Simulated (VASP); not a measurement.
Here is the system:

```yaml
crystal:
  lattice:
    - [4.75124, 0.00000, 0.00000]
    - [0.00000, 4.75124, 0.00000]
    - [0.00000, 0.00000, 3.20635]
  atoms:
    - { symbol: Sn, position: [0.00000, 0.00000, 0.00000] }
    - { symbol: Sn, position: [0.50000, 0.50000, 0.50000] }
    - { symbol: O, position: [0.30568, 0.30568, 0.00000] }
    - { symbol: O, position: [0.80568, 0.19432, 0.50000] }
    - { symbol: O, position: [0.19432, 0.80568, 0.50000] }
    - { symbol: O, position: [0.69432, 0.69432, 0.00000] }
```

The numbers are results of r2SCAN+rVV10, VASP's PBE PAW potentials (set 64) (plane waves; VASP), not measurements. Numerical set-up: 520 eV cut-off, 5×5×8 Γ-centred mesh, tetrahedra with Blöchl corrections, potentials Sn_d O.

The cores are frozen, which limits the accuracy of field gradients.

### Question
Give the principal components of the electric field gradient (V/Å²) and the asymmetry η at each nucleus.

### Answer

| atom | Vxx | Vyy | Vzz | η |
|---|---|---|---|---|
| Sn1 | -46.6 | -10.2 | 56.8 | 0.64 |
| Sn2 | -46.6 | -10.2 | 56.8 | 0.64 |
| O3 | 57.3 | 46.5 | -103.8 | 0.10 |
| O4 | 57.3 | 46.5 | -103.8 | 0.10 |
| O5 | 57.3 | 46.5 | -103.8 | 0.10 |
| O6 | 57.3 | 46.5 | -103.8 | 0.10 |

The compound is SnO2 in the rutile structure. It was relaxed first.
